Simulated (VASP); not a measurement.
TePd, 4 atoms in the cell. Symmetry: P6_3/mmc, No. 194, hexagonal system. The conventional cell has a = 4.152 Å, b = 4.152 Å, c = 5.672 Å, α = 90.00°, β = 90.00°, γ = 120.00°. Pd (site symmetry -3m) is surrounded by 6 Te at 2.79 Å and 2 Pd at 2.84 Å. Te (site symmetry -6m2) is surrounded by 6 Pd at 2.79 Å. 

| Quantity | Value |
| --- | --- |
| Program | VASP 6.6.1 |
| Task | single point |
| Functional | HSE06 |
| Potentials or basis | VASP PAW PBE potentials, release 64 (Pd, Te) |
| Cutoff | 450 eV |
| k mesh | 4 × 4 × 3 |
| Occupations | gaussian, width 0.05 eV |
| Spin | collinear spin, ferromagnetic start |
| Starting moments | [0.5, 0.5, 0.0, 0.0] μB |
| Grid for exact exchange (PRECFOCK) | Fast |
| Screening parameter | 0.2 1/A |
| Further INCAR settings | ALGO = Normal; EDIFF = 1e-07; NBANDS = 28 |

Potentials or basis: VASP PAW PBE potentials, release 64 (Pd, Te).

Run with:

```sh
$ cat potpaw_PBE.64/Pd/POTCAR potpaw_PBE.64/Te/POTCAR > POTCAR
$ cp INCAR.step1 INCAR
$ mpirun -np 1 vasp_std > vasp.out
$ cp INCAR.step2 INCAR
$ mpirun -np 1 vasp_std > vasp.out
```

Hardware: 1 thread of Intel(R) Xeon(R) Platinum 8488C (Sapphire Rapids) (shared host).

**Question.** How long does it take, and how much memory?

**Answer.** It took 28 min on 1 thread of Intel(R) Xeon(R) Platinum 8488C (Sapphire Rapids) (shared host), peak memory 0.32 GiB. Counts: scf iterations 17, k points 8.
